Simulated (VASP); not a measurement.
```yaml
crystal:
  lattice:
    - [4.39081, 0.00000, 0.00000]
    - [0.00000, 4.39081, 0.00000]
    - [0.00000, 0.00000, 4.39081]
  atoms:
    - { symbol: Cs, position: [0.00000, 0.00000, 0.00000] }
    - { symbol: Br, position: [0.50000, 0.50000, 0.50000] }
```

Computed with PBE GGA, VASP's PBE PAW potentials (set 64) (plane waves; VASP 6.6.1). Numerical set-up: 520 eV cut-off, Gaussian smearing of 0.050 eV, potentials Cs_sv Br.

Unless said otherwise, spin-orbit coupling is left out, though it shifts the bands of the heavy elements here.

Give the energies of bands 3 to 11 at the high-symmetry points, in eV from the valence-band maximum.

```tsv
band	Γ	X	M	R
3	-6.52	-6.85	-7.00	-6.86
4	-6.52	-6.44	-7.00	-6.86
5	-6.52	-6.44	-6.39	-6.86
6	-0.02	-1.19	-0.56	-1.03
7	-0.02	-0.18	-0.56	-1.03
8	-0.02	-0.18	0.00	-1.03
9	4.24	5.89	5.20	7.98
10	4.97	6.95	5.43	7.98
11	4.97	7.36	7.14	7.98
```

The gap is indirect, 4.24 eV, from the valence maximum at M to the conduction minimum at Γ.

Measured: gap 7.30 eV (computed value off by -3.06 eV), as given by Aguado et al., (1998), arXiv:cond-mat/9809176.

The compound is CsBr in the CsCl type structure. It was relaxed first, which changed the volume by +7 %.
